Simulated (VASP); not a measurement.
A run of VASP 6.6.1:

INCAR

```
SYSTEM = Ti
PREC = Accurate
ENCUT = 520
EDIFF = 1E-7
ISMEAR = -1
SIGMA = 0.1
LREAL = .FALSE.
LASPH = .TRUE.
NELM = 150
ALGO = Fast
ISIF = 2
LWAVE = .FALSE.
LCHARG = .FALSE.
MAGMOM = 0 0 0
LORBIT = 11
LSORBIT = .TRUE.
GGA_COMPAT = .FALSE.
LORBMOM = .TRUE.
LMAXMIX = 4
NBANDS = 23
```

File KPOINTS:

```
regular mesh
0
G
  12 12 12
  0 0 0
```

The input POSCAR:

```
Ti
1.0
    2.5563128606      0.0000000000      0.0000000000
    0.0000000000      2.5563128606      0.0000000000
    0.0000000000      0.0000000000      2.5563128606
Ti
1
Direct
    0.0000000000      0.0000000000      0.0000000000
```

Potentials or basis: VASP PAW LDA potentials, release 64 (Ti_sv).

Run with:

```sh
$ cat potpaw_LDA.64/Ti_sv/POTCAR > POTCAR
$ mpirun -np 1 vasp_ncl > vasp.out
```

Hardware: 1 thread of Intel(R) Xeon(R) Platinum 8375C CPU @ 2.90GHz (Ice Lake) (shared host).

Q: How long does it take, and how much memory?

A: Wall time 100 s on 1 thread of Intel(R) Xeon(R) Platinum 8375C CPU @ 2.90GHz (Ice Lake) (shared host), peak memory 0.17 GiB. Counts: scf iterations 27, k points 84.
